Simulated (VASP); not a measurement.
A convergence study with VASP on NiSi₂ (fluorite): a few settings are varied, all else stays as given below, so the limit is that of these other settings. The cell's lengths are 1 % over those of the tabulated start and one atom is moved, so it is off equilibrium.

```xyz
3
Lattice="0.0000 2.7321 2.7321 2.7321 0.0000 2.7321 2.7321 2.7321 0.0000" Properties=species:S:1:pos:R:3 pbc="T T T"
Si     1.3660     1.3660     1.3660
Si     4.0981     4.0981     4.0981
Ni     0.0606     0.0000     0.0000
```

Level of theory: PBEsol GGA, VASP's PBE PAW potentials (set 64) (plane waves; VASP). The last row used: 550 eV cut-off, 8×8×8 Γ-centred mesh, first-order Methfessel-Paxton smearing of 0.10 eV, potentials Si Ni.

```json
[
 {"setting": "ALGO = Normal, EDIFF = 1E-2", "E (eV/atom)": "-6.3091", "pressure (GPa)": "-7.92", "largest force (eV/Å)": "0.530", "electronic steps": "10"},
 {"setting": "ALGO = Normal, EDIFF = 1E-3", "E (eV/atom)": "-6.3091", "pressure (GPa)": "-4.85", "largest force (eV/Å)": "0.527", "electronic steps": "11"},
 {"setting": "ALGO = Normal, EDIFF = 1E-4", "E (eV/atom)": "-6.3091", "pressure (GPa)": "-3.91", "largest force (eV/Å)": "0.526", "electronic steps": "12"},
 {"setting": "ALGO = Normal, EDIFF = 1E-5", "E (eV/atom)": "-6.3091", "pressure (GPa)": "-5.50", "largest force (eV/Å)": "0.526", "electronic steps": "14"},
 {"setting": "ALGO = Normal, EDIFF = 1E-6", "E (eV/atom)": "-6.3091", "pressure (GPa)": "-5.53", "largest force (eV/Å)": "0.526", "electronic steps": "14"},
 {"setting": "ALGO = Normal, EDIFF = 1E-7", "E (eV/atom)": "-6.3091", "pressure (GPa)": "-5.42", "largest force (eV/Å)": "0.526", "electronic steps": "16"},
 {"setting": "ALGO = Normal, EDIFF = 1E-8", "E (eV/atom)": "-6.3091", "pressure (GPa)": "-5.42", "largest force (eV/Å)": "0.526", "electronic steps": "17"},
 {"setting": "ALGO = Normal, EDIFF = 1E-9", "E (eV/atom)": "-6.3091", "pressure (GPa)": "-5.42", "largest force (eV/Å)": "0.526", "electronic steps": "21"},
 {"setting": "ALGO = Fast, EDIFF = 1E-2", "E (eV/atom)": "-6.3089", "pressure (GPa)": "-13.72", "largest force (eV/Å)": "0.534", "electronic steps": "10"},
 {"setting": "ALGO = Fast, EDIFF = 1E-3", "E (eV/atom)": "-6.3092", "pressure (GPa)": "-10.05", "largest force (eV/Å)": "0.529", "electronic steps": "13"},
 {"setting": "ALGO = Fast, EDIFF = 1E-4", "E (eV/atom)": "-6.3092", "pressure (GPa)": "-11.09", "largest force (eV/Å)": "0.528", "electronic steps": "14"},
 {"setting": "ALGO = Fast, EDIFF = 1E-5", "E (eV/atom)": "-6.3091", "pressure (GPa)": "-4.92", "largest force (eV/Å)": "0.526", "electronic steps": "17"},
 {"setting": "ALGO = Fast, EDIFF = 1E-6", "E (eV/atom)": "-6.3091", "pressure (GPa)": "-5.15", "largest force (eV/Å)": "0.526", "electronic steps": "20"},
 {"setting": "ALGO = Fast, EDIFF = 1E-7", "E (eV/atom)": "-6.3091", "pressure (GPa)": "-5.14", "largest force (eV/Å)": "0.526", "electronic steps": "20"},
 {"setting": "ALGO = Fast, EDIFF = 1E-8", "E (eV/atom)": "-6.3091", "pressure (GPa)": "-5.41", "largest force (eV/Å)": "0.526", "electronic steps": "24"},
 {"setting": "ALGO = Fast, EDIFF = 1E-9", "E (eV/atom)": "-6.3091", "pressure (GPa)": "-5.41", "largest force (eV/Å)": "0.526", "electronic steps": "28"},
 {"setting": "ALGO = All, EDIFF = 1E-2", "E (eV/atom)": "-6.3083", "pressure (GPa)": "-3.58", "largest force (eV/Å)": "0.537", "electronic steps": "12"},
 {"setting": "ALGO = All, EDIFF = 1E-3", "E (eV/atom)": "-6.3090", "pressure (GPa)": "-4.96", "largest force (eV/Å)": "0.522", "electronic steps": "14"},
 {"setting": "ALGO = All, EDIFF = 1E-4", "E (eV/atom)": "-6.3091", "pressure (GPa)": "-5.28", "largest force (eV/Å)": "0.527", "electronic steps": "16"},
 {"setting": "ALGO = All, EDIFF = 1E-5", "E (eV/atom)": "-6.3091", "pressure (GPa)": "-5.36", "largest force (eV/Å)": "0.525", "electronic steps": "18"},
 {"setting": "ALGO = All, EDIFF = 1E-6", "E (eV/atom)": "-6.3091", "pressure (GPa)": "-5.45", "largest force (eV/Å)": "0.526", "electronic steps": "21"},
 {"setting": "ALGO = All, EDIFF = 1E-7", "E (eV/atom)": "-6.3091", "pressure (GPa)": "-5.41", "largest force (eV/Å)": "0.526", "electronic steps": "24"},
 {"setting": "ALGO = All, EDIFF = 1E-8", "E (eV/atom)": "-6.3091", "pressure (GPa)": "-5.42", "largest force (eV/Å)": "0.526", "electronic steps": "27"},
 {"setting": "ALGO = All, EDIFF = 1E-9", "E (eV/atom)": "-6.3091", "pressure (GPa)": "-5.42", "largest force (eV/Å)": "0.526", "electronic steps": "29"}
]
```

Left out are rungs that failed or repeat a setting and relaxations that didn't move; long series are thinned to 24 rows.

The compound is NiSi2 in the fluorite structure. The cell was not relaxed at this level, it is distorted from the ideal structure. The run is not spin-polarised, so no magnetic state was tried.
